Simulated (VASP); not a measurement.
Method: PBEsol GGA, VASP's PBE PAW potentials (set 64) (plane waves; VASP).

A VASP calculation is set up with these files.

### KPOINTS
```
Regular mesh
0
Gamma
 15 15 15
0 0 0
```

### INCAR
```
SIGMA  =  0.1
GGA  =  PS
ALGO  =  Normal   # blocked Davidson
PREC  =  Accurate
IBRION  =  2   # conjugate gradients
LASPH  =  .TRUE.
NSW  =  60   # most ionic steps
ISIF  =  3
NELM  =  100
EDIFFG  =  -0.01
LCHARG  =  .FALSE.
LREAL  =  .FALSE.   # projection in real space or not
LWAVE  =  .FALSE.
ENCUT  =  400
LMAXMIX  =  4   # l cut-off of mixed one-centre charges
EDIFF  =  1E-6
SYSTEM  =  Pd
ISMEAR  =  1
```

### POSCAR
```
Pd
1.0
  0.0000000000   1.9412000000   1.9412000000
  1.9412000000   0.0000000000   1.9412000000
  1.9412000000   1.9412000000   0.0000000000
Pd
1
Cartesian
  0.0000000000   0.0000000000   0.0000000000
```

POTCAR, in this order: Pd (PBE.64 set). Program: vasp_std.

Output

File OSZICAR:
```
       N       E                     dE             d eps       ncg     rms          rms(c)
DAV:   1     0.306386964667E+02    0.30639E+02   -0.45330E+03  2208   0.829E+02
DAV:   2    -0.603612335667E+01   -0.36675E+02   -0.35609E+02  2321   0.172E+02
DAV:   3    -0.635236057963E+01   -0.31624E+00   -0.31082E+00  2547   0.180E+01
DAV:   4    -0.635412072446E+01   -0.17601E-02   -0.17597E-02  2498   0.126E+00
DAV:   5    -0.635413971630E+01   -0.18992E-04   -0.18990E-04  2572   0.109E-01    0.851E+00
DAV:   6    -0.598495859530E+01    0.36918E+00   -0.17162E+00  2202   0.123E+01    0.377E+00
DAV:   7    -0.597097907820E+01    0.13980E-01   -0.13849E-02  2436   0.102E+00    0.198E+00
DAV:   8    -0.596601782596E+01    0.49613E-02   -0.13858E-03  2324   0.320E-01    0.855E-02
DAV:   9    -0.596601657257E+01    0.12534E-05   -0.10337E-05  3028   0.345E-02    0.133E-02
DAV:  10    -0.596602034133E+01   -0.37688E-05   -0.14197E-06  2411   0.103E-02    0.249E-03
DAV:  11    -0.596602027280E+01    0.68530E-07   -0.24643E-08  1152   0.144E-03
   1 F= -.59660203E+01 E0= -.59662767E+01  d E =-.596602E+01
       N       E                     dE             d eps       ncg     rms          rms(c)
DAV:   1    -0.605877512509E+01   -0.92755E-01   -0.19291E+00  2186   0.156E+01    0.219E+00
DAV:   2    -0.596464417213E+01    0.94131E-01   -0.45121E-01  2176   0.623E+00    0.447E-01
DAV:   3    -0.596383662455E+01    0.80755E-03   -0.42459E-03  2589   0.497E-01    0.266E-01
DAV:   4    -0.596394363930E+01   -0.10701E-03   -0.11926E-03  2425   0.274E-01    0.269E-02
DAV:   5    -0.596393946608E+01    0.41732E-05   -0.79314E-06  2304   0.296E-02    0.129E-02
DAV:   6    -0.596394077569E+01   -0.13096E-05   -0.59788E-07  2545   0.606E-03    0.779E-04
DAV:   7    -0.596394083217E+01   -0.56475E-07   -0.14409E-08  1102   0.956E-04
   2 F= -.59639408E+01 E0= -.59642264E+01  d E =0.207944E-02
       N       E                     dE             d eps       ncg     rms          rms(c)
DAV:   1    -0.600515222101E+01   -0.41211E-01   -0.78175E-01  2186   0.100E+01    0.132E+00
DAV:   2    -0.596738107672E+01    0.37771E-01   -0.18334E-01  2175   0.393E+00    0.362E-01
DAV:   3    -0.596701703381E+01    0.36404E-03   -0.16504E-03  2514   0.311E-01    0.214E-01
DAV:   4    -0.596701277359E+01    0.42602E-05   -0.41531E-04  2422   0.167E-01    0.108E-02
DAV:   5    -0.596701620428E+01   -0.34307E-05   -0.55711E-06  2530   0.179E-02    0.653E-03
DAV:   6    -0.596701669387E+01   -0.48959E-06   -0.33820E-07  1617   0.610E-03
   3 F= -.59670167E+01 E0= -.59672844E+01  d E =-.996421E-03
```

**OUTCAR**
```
------------------------ aborting loop because EDIFF is reached ----------------------------------------
  FORCE on cell =-STRESS in cart. coord.  units (eV):
  Direction    XX          YY          ZZ          XY          YZ          ZX
  --------------------------------------------------------------------------------------
  Total       -0.0001532     -0.0001532     -0.0001532      0.0000000     -0.0000000      0.0000000
  in kB       -0.0169455     -0.0169455     -0.0169455      0.0000000     -0.0000000      0.0000000
  external PRESSURE =      -0.0169455 kB  Pullay stress =       0.0000000 kB
  volume of cell :       14.48
      direct lattice vectors                 reciprocal lattice vectors
    -0.000000000  1.934590677  1.934590677    -0.258452605  0.258452605  0.258452605
     1.934590677  0.000000000  1.934590677     0.258452605 -0.258452605  0.258452605
     1.934590677  1.934590677 -0.000000000     0.258452605  0.258452605 -0.258452605
 POSITION                                       TOTAL-FORCE (eV/Angst)
 -----------------------------------------------------------------------------------
      0.00000      0.00000     -0.00000         0.000000      0.000000     -0.000000
 -----------------------------------------------------------------------------------
    total drift:                                0.000000     -0.000000      0.000000
  FREE ENERGIE OF THE ION-ELECTRON SYSTEM (eV)
  ---------------------------------------------------
  free  energy   TOTEN  =        -5.9670166939 eV

  energy  without entropy=       -5.9678197112  energy(sigma->0) =       -5.96728437

 reached required accuracy - stopping structural energy minimisation
```
(Selected blocks of OUTCAR.)

File CONTCAR:
```
Pd
   1.00000000000000
    -0.0000000000000000    1.9345906767943613    1.9345906767943613
     1.9345906767943613    0.0000000000000000    1.9345906767943613
     1.9345906767943613    1.9345906767943613   -0.0000000000000000
  Pd
     1
Direct
     0.0000000000000000    0.0000000000000000    0.0000000000000000
```

The structure comes from a measured Pd entry (Fm-3m) of the Crystallography Open Database, whose conditions weren't checked. This run relaxes it. Symmetry was kept, so distortions that lower it aren't found.
